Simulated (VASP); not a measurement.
Level of theory: rev-vdW-DF2, VASP's PBE PAW potentials (set 64) (plane waves; VASP).

The input files of a VASP run:

### INCAR
```
AGGAC  =  0.0
ALGO  =  Normal
EDIFF  =  1E-6
EDIFFG  =  -0.01
ENCUT  =  520
GGA  =  MK
IBRION  =  2
ISIF  =  3
ISMEAR  =  1
LASPH  =  .TRUE.
LCHARG  =  .FALSE.
LMAXMIX  =  6
LREAL  =  .FALSE.
LUSE_VDW  =  .TRUE.
LWAVE  =  .FALSE.
NELM  =  100
NSW  =  60
PARAM1  =  0.1234568
PARAM2  =  0.7114
PREC  =  Accurate
SIGMA  =  0.1
SYSTEM  =  Au
ZAB_VDW  =  -1.8867
```

File KPOINTS:
```
Regular mesh
0
gamma
14 14 14
0 0 0
```

**POSCAR**
```
Au
1
    0.0000000000     2.0400000000     2.0400000000
    2.0400000000     0.0000000000     2.0400000000
    2.0400000000     2.0400000000     0.0000000000
Au
1
Direct
  0.0000000000   0.0000000000   0.0000000000
```

POTCAR, in this order: Au (PBE.64 set). Program: vasp_std.

The run wrote:

**OSZICAR**
```
       N       E                     dE             d eps       ncg     rms          rms(c)
DAV:   1     0.446226869311E+02    0.44623E+02   -0.59687E+03  2073   0.110E+03
DAV:   2    -0.927828042884E+00   -0.45551E+02   -0.42984E+02  1939   0.198E+02
DAV:   3    -0.130183442522E+01   -0.37401E+00   -0.37365E+00  2227   0.191E+01
DAV:   4    -0.130290507318E+01   -0.10706E-02   -0.10706E-02  2170   0.104E+00
DAV:   5    -0.130291189496E+01   -0.68218E-05   -0.68219E-05  2151   0.804E-02    0.951E+00
DAV:   6    -0.103769280462E+01    0.26522E+00   -0.85475E-01  1908   0.902E+00    0.593E+00
DAV:   7    -0.101662763342E+01    0.21065E-01   -0.80931E-02  2005   0.273E+00    0.274E+00
DAV:   8    -0.101398551340E+01    0.26421E-02   -0.19032E-03  2005   0.504E-01    0.238E-01
DAV:   9    -0.101397862151E+01    0.68919E-05   -0.60604E-06  2086   0.283E-02    0.961E-03
DAV:  10    -0.101398307844E+01   -0.44569E-05   -0.23264E-06  2096   0.198E-02    0.121E-03
DAV:  11    -0.101398307033E+01    0.81078E-08   -0.30236E-08   968   0.177E-03
   1 F= -.10139831E+01 E0= -.10141411E+01  d E =-.101398E+01
       N       E                     dE             d eps       ncg     rms          rms(c)
DAV:   1    -0.181987366871E+01   -0.80589E+00   -0.17126E+01  1901   0.466E+01    0.600E+00
DAV:   2    -0.103818788859E+01    0.78169E+00   -0.25556E+00  1885   0.157E+01    0.279E+00
DAV:   3    -0.100268056512E+01    0.35507E-01   -0.16361E-01  1945   0.373E+00    0.212E+00
DAV:   4    -0.100227918071E+01    0.40138E-03   -0.43705E-03  1993   0.641E-01    0.371E-01
DAV:   5    -0.100226540872E+01    0.13772E-04   -0.95498E-04  2203   0.235E-01    0.912E-03
DAV:   6    -0.100227791403E+01   -0.12505E-04   -0.12338E-05  2046   0.339E-02    0.434E-03
DAV:   7    -0.100227801592E+01   -0.10189E-06   -0.49095E-07  1087   0.724E-03
   2 F= -.10022780E+01 E0= -.10023404E+01  d E =0.117051E-01
       N       E                     dE             d eps       ncg     rms          rms(c)
DAV:   1    -0.134175153965E+01   -0.33947E+00   -0.65246E+00  1917   0.283E+01    0.338E+00
DAV:   2    -0.103368723108E+01    0.30806E+00   -0.11053E+00  1887   0.101E+01    0.105E+00
DAV:   3    -0.102227095352E+01    0.11416E-01   -0.56634E-02  1957   0.217E+00    0.796E-01
DAV:   4    -0.102249271007E+01   -0.22176E-03   -0.29961E-03  2004   0.439E-01    0.158E-01
DAV:   5    -0.102242951991E+01    0.63190E-04   -0.70915E-05  1974   0.805E-02    0.120E-02
DAV:   6    -0.102243512593E+01   -0.56060E-05   -0.11854E-06  2034   0.974E-03    0.140E-03
DAV:   7    -0.102243544112E+01   -0.31519E-06   -0.12394E-07   964   0.330E-03
   3 F= -.10224354E+01 E0= -.10226589E+01  d E =-.845237E-02
```

File OUTCAR:
```
------------------------ aborting loop because EDIFF is reached ----------------------------------------
  FORCE on cell =-STRESS in cart. coord.  units (eV):
  Direction    XX          YY          ZZ          XY          YZ          ZX
  --------------------------------------------------------------------------------------
  Total       -0.0073134     -0.0073134     -0.0073134      0.0000000      0.0000000     -0.0000000
  in kB       -0.6690233     -0.6690233     -0.6690233      0.0000000      0.0000000     -0.0000000
  external PRESSURE =      -0.6690233 kB  Pullay stress =       0.0000000 kB
  volume of cell :       17.51
      direct lattice vectors                 reciprocal lattice vectors
     0.000000000  2.061193380  2.061193380    -0.242577919  0.242577919  0.242577919
     2.061193380 -0.000000000  2.061193380     0.242577919 -0.242577919  0.242577919
     2.061193380  2.061193380  0.000000000     0.242577919  0.242577919 -0.242577919
 POSITION                                       TOTAL-FORCE (eV/Angst)
 -----------------------------------------------------------------------------------
      0.00000      0.00000      0.00000         0.000000      0.000000      0.000000
 -----------------------------------------------------------------------------------
    total drift:                                0.000000     -0.000000     -0.000000
  FREE ENERGIE OF THE ION-ELECTRON SYSTEM (eV)
  ---------------------------------------------------
  free  energy   TOTEN  =        -1.0224354411 eV

  energy  without entropy=       -1.0231056748  energy(sigma->0) =       -1.02265885

 reached required accuracy - stopping structural energy minimisation
```
(Selected blocks of OUTCAR.)

CONTCAR:
```
Au
   1.00000000000000
     0.0000000000000000    2.0611933800768818    2.0611933800768818
     2.0611933800768818   -0.0000000000000000    2.0611933800768818
     2.0611933800768818    2.0611933800768818    0.0000000000000000
  Au
     1
Direct
     0.0000000000000000    0.0000000000000000    0.0000000000000000
```

Energy and stress use the plane-wave basis of the starting cell.

The compound is Au in the fcc structure. This run relaxes it. Symmetry was kept, so distortions that lower it aren't found.
